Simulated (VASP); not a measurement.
A run of VASP 6.6.1 is set up as follows.

The input INCAR:

```
PREC     = Accurate       # precision mode
ENCUT    = 520            # plane-wave cutoff, eV
EDIFF    = 1E-6           # SCF threshold, eV
ISMEAR   = 0              # smearing method
SIGMA    = 0.1            # smearing width, eV
LREAL    = False          # projectors in reciprocal space
LASPH    = True           # aspherical terms in the spheres
NELM     = 60             # most SCF steps
ALGO     = Normal         # electronic algorithm
ISIF     = 2              # what is computed and relaxed
LWAVE    = False          # write WAVECAR
LCHARG   = False          # write CHGCAR
GGA      = PE             # functional
NBANDS   = 29             # bands
```

File KPOINTS:

```
regular mesh
0
Gamma
  8 8 8
```

Contents of POSCAR:

```
YHfF3
1.0
    4.4234695789      0.0000000000      0.0000000000
    0.0000000000      4.4234695789      0.0000000000
    0.0000000000      0.0000000000      4.4234695789
Y Hf F
1 1 3
Direct
    0.5000000000      0.5000000000      0.5000000000
    0.0000000000      0.0000000000      0.0000000000
    0.5000000000      0.0000000000      0.0000000000
    0.0000000000      0.5000000000      0.0000000000
    0.0000000000      0.0000000000      0.5000000000
```

Potentials or basis: VASP PAW PBE potentials, release 64 (Y_sv, Hf_pv, F).

Command:

```console
$ cat potpaw_PBE.64/Y_sv/POTCAR potpaw_PBE.64/Hf_pv/POTCAR potpaw_PBE.64/F/POTCAR > POTCAR
$ mpirun -np 1 vasp_std > vasp.out
```

Problem. Estimate the band gap on the k mesh.

Solution. None (metal or under the smearing width).

Problem. Estimate the pressure.

Solution. -1.2 GPa.

Spin-orbit coupling is left out, which matters for the levels of Hf.
